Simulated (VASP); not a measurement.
Energy against volume of TiCo (CsCl type). Method: PBE GGA, VASP's PBE PAW potentials (set 64) (plane waves; VASP). Settings: 520 eV cut-off, 12×12×12 Γ-centred mesh, first-order Methfessel-Paxton smearing of 0.10 eV, potentials Ti_sv Co.

```
V (Å³/atom)  E (eV/atom)
-----------  -----------
12.701          -7.80988
13.094          -7.81647
13.487          -7.81008
13.880          -7.79254
```

Question: Fit these four points and predict the energy of the run at 12.309 Å³/atom.

Answer: A cubic in V^(−2/3), the third-order Birch-Murnaghan form, passes through the four points with V0 = 13.09 Å³/atom and B0 = 176 GPa, and gives -7.7882 eV/atom there. The run gave -7.7882 eV/atom, +0.0 meV/atom from the fit; all five points give B0 = 176 GPa.

The compound is TiCo in the CsCl type structure. It was relaxed first. The run is not spin-polarised, so no magnetic state was tried.
